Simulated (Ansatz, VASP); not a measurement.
HfTa: VASP beside Ansatz

Contents of INCAR:

```
SYSTEM = HfTa
PREC = Accurate
ENCUT = 520
EDIFF = 1E-7
ISMEAR = -1
SIGMA = 0.05
LREAL = .FALSE.
LASPH = .TRUE.
NELM = 60
ALGO = Fast
ISIF = 2
LWAVE = .FALSE.
LCHARG = .FALSE.
GGA = B5
ALDAX = 1.0
AGGAX = 1.0
AGGAC = 1.0
ALDAC = 0.0
NBANDS = 18
```

Contents of KPOINTS:

```
Automatic mesh
0
G
  6 6 3
  0 0 0
```

File POSCAR:

```
HfTa
1.0
    1.7127470000     -2.3996010000      0.0000000000
    1.7127470000      2.3996010000      0.0000000000
    0.0000000000      0.0000000000      4.8475550000
Ta Hf
1 1
Direct
    0.5000000000      0.5000000000      0.5000000000
    0.0000000000      0.0000000000      0.0000000000
```

The input input.yaml:

```yaml
crystal:
  lattice:
    - [1.712747, -2.399601, 0.0]
    - [1.712747, 2.399601, 0.0]
    - [0.0, 0.0, 4.847555]
  atoms:
    - { symbol: Ta, position: [0.5, 0.5, 0.5] }
    - { symbol: Hf, position: [0.0, 0.0, 0.0] }
hamiltonian:
  xc: blyp
  pseudopotentials: { kind: paw }
kpoints:
  mp_grid: { grid: [6, 6, 3] }
  band_path:
    path:
      - [[0.0, 0.0, 0.0], [0.377364493, 0.377364493, 0.0], [0.0, 0.5, 0.0], [0.0, 0.5, 0.5], [0.377364493, 0.377364493, 0.5], [0.0, 0.0, 0.5], [0.0, 0.0, 0.0], [-0.5, 0.5, 0.0], [-0.377364493, 0.622635507, 0.0], [-0.377364493, 0.622635507, 0.5], [-0.5, 0.5, 0.5], [-0.5, 0.5, 0.0]]
      - [[0.0, 0.0, 0.5], [-0.5, 0.5, 0.5]]
    npoints: 14
scf:
  occupations: { method: fermi_dirac, width: 0.05 }
  n_extra_bands: 6
output:
  forces: true
  stress: true
  eigenvalues: true
  fatbands: false
```

The cell comes from a database or a generator and needn't be the stable form of this composition.

Alike in both runs: functional BLYP; k mesh 6 × 6 × 3; occupations fermi-dirac, width 0.05 eV; no spin polarisation.

|  | VASP | Ansatz |
| --- | --- | --- |
| version | VASP 6.6.1 | Ansatz 0.2.0 |
| potentials or method | VASP PAW PBE potentials, release 64 (Ta_pv, Hf_pv) | Ansatz PAW |
| plane-wave cutoff (eV) | 520 | 420 |
| valence electrons in the cell | 21 | 39 |
| task | single point | band structure |

```csv
,VASP,Ansatz,Ansatz less VASP
gap on the k mesh at the Fermi level (eV),none,none,-
pressure (GPa),5.1,4.7,-0.39
largest component of the traceless stress (GPa),2.39,2.39,-0.002
```

A gap of «none» marks a metal or a gap that the smearing closes. The two sets of potentials don't hold the same shells in valence.

Caveats: the k mesh is coarse (spacing up to 0.43 Å⁻¹), so the values aren't converged; the PAW data sets were made with another functional, which shifts forces and pressure a little (VASP); spin-orbit coupling is left out, which moves the levels of the heavy elements (Ansatz); the PAW data sets come from PBE, with cores solved anew for the run's functional, which leaves a small shift of forces and pressure (Ansatz). The runs have no spin-orbit coupling, so splittings on Hf, Ta are missing.
